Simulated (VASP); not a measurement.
Energy against volume of BaF2 (fluorite). Level of theory: rev-vdW-DF2, VASP's PBE PAW potentials (set 64) (plane waves; VASP). Numerical set-up: 520 eV cut-off, 6×6×6 Γ-centred mesh, Gaussian smearing of 0.050 eV, potentials Ba_sv F.

```tsv
V (Å³/atom)	E (eV/atom)
19.529	-4.03885
20.133	-4.04350
20.737	-4.04146
21.341	-4.03379
```

Q: Fit these four points and predict the energy of the run at 18.925 Å³/atom.

A: A cubic in V^(−2/3), the third-order Birch-Murnaghan form, passes through the four points with V0 = 20.24 Å³/atom and B0 = 58 GPa, and gives -4.0262 eV/atom there. The run gave -4.0263 eV/atom, -0.0 meV/atom from the fit; all five points give B0 = 58 GPa.

The compound is BaF2 in the fluorite structure. It was relaxed first.
